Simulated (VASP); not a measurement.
Wanted: the native input for a VASP 6.6.1 run.

* Task: band structure
* Functional: AM05
* Potentials or basis: VASP PAW PBE potentials, release 64 (Na_pv, Cu)
* Cutoff: 520 eV
* k mesh: 9 × 9 × 7
* Occupations: fermi-dirac, width 0.05 eV
* Spin: no spin polarisation
* Further INCAR settings: ALGO = Normal; EDIFF = 1e-07; NBANDS = 16

The structure of NaCu lies in POSCAR:

```
NaCu
1.0
    2.9422367500      0.0000000000      0.0000000000
    0.0000000000      2.9422367500      0.0000000000
    0.0000000000      0.0000000000      4.0409127600
Na Cu
1 1
Direct
    0.0000000000      0.0000000000      0.0000000000
    0.5000000000      0.5000000000      0.5000000000
```

The cell was built by a generator and needn't be a form met in nature.

The input as run:

INCAR

```
ALGO = Normal ; EDIFF = 1E-7
ENCUT = 520 ; GGA = AM
ISIF = 2 ; ISMEAR = -1
LASPH = True ; LCHARG = False
LMAXMIX = 4 ; LREAL = False
LWAVE = False ; NBANDS = 16
NELM = 100 ; PREC = Accurate
SIGMA = 0.05
```

KPOINTS

```
k-points
0
Gamma
  9 9 7
```

KPOINTS_OPT

```
path GXMGZRAZ,XR,MA
15
line-mode
reciprocal
 0.0000000000  0.0000000000  0.0000000000  G
 0.0000000000  0.5000000000  0.0000000000  X

 0.0000000000  0.5000000000  0.0000000000  X
 0.5000000000  0.5000000000  0.0000000000  M

 0.5000000000  0.5000000000  0.0000000000  M
 0.0000000000  0.0000000000  0.0000000000  G

 0.0000000000  0.0000000000  0.0000000000  G
 0.0000000000  0.0000000000  0.5000000000  Z

 0.0000000000  0.0000000000  0.5000000000  Z
 0.0000000000  0.5000000000  0.5000000000  R

 0.0000000000  0.5000000000  0.5000000000  R
 0.5000000000  0.5000000000  0.5000000000  A

 0.5000000000  0.5000000000  0.5000000000  A
 0.0000000000  0.0000000000  0.5000000000  Z

 0.0000000000  0.5000000000  0.0000000000  X
 0.0000000000  0.5000000000  0.5000000000  R

 0.5000000000  0.5000000000  0.0000000000  M
 0.5000000000  0.5000000000  0.5000000000  A
```

Potentials or basis: VASP PAW PBE potentials, release 64 (Na_pv, Cu).

The run is started by

```bash
$ cat potpaw_PBE.64/Na_pv/POTCAR potpaw_PBE.64/Cu/POTCAR > POTCAR
$ mpirun -np 1 vasp_std > vasp.out
```

It gave:

```
Pressure                : 1.5 GPa
Band gap along the path : none (metal or under the smearing width)
```

Caveat: the PAW data sets were made with another functional, which shifts forces and pressure a little.

Run time: 30 s on 1 thread of Intel(R) Xeon(R) Platinum 8488C (Sapphire Rapids), on a shared host, peak memory 0.18 GiB.
